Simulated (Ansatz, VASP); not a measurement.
**KAl4 in VASP and in Ansatz**

```xyz
5
Lattice="4.0143 0.0000 0.0000 0.0000 4.0143 0.0000 0.0000 0.0000 7.5219" Properties=species:S:1:pos:R:3 pbc="T T T"
K     0.0000    0.0000    3.7609
Al    0.0000    0.0000    0.8377
Al    0.0000    0.0000    6.6842
Al    2.0071    2.0071    6.5377
Al    2.0071    2.0071    0.9842
```

Alike in both runs: task relaxation of cell and atoms; functional PBE; k mesh 4 × 4 × 2; occupations gaussian, width 0.1 eV; no spin polarisation.

```csv
,VASP,Ansatz
version,VASP 6.6.1,Ansatz 0.2.0
potentials or method,"VASP PAW PBE potentials, release 64 (K_sv, Al)","scalar-relativistic, plane waves, PAW"
plane-wave cutoff (eV),600,420
valence electrons in the cell,21,21
```

|  | VASP | Ansatz | Ansatz less VASP |
| --- | --- | --- | --- |
| gap on the k mesh at the Fermi level, each at its own relaxed structure (eV) | none | none | - |
| relaxed volume (Å³/atom) | 26.62 | 26.33 | -0.288 |
| relaxed cell length with the largest relative difference (Å) | 9.206 | 9.147 | -0.0596 |
| energy change over the relaxation (meV/atom) | -1844 | -1847 | -3.2 |

A gap of «none» marks a metal or a gap that the smearing closes.

Caveats: the k mesh is coarse (spacing up to 0.42 Å⁻¹), so the values aren't converged.
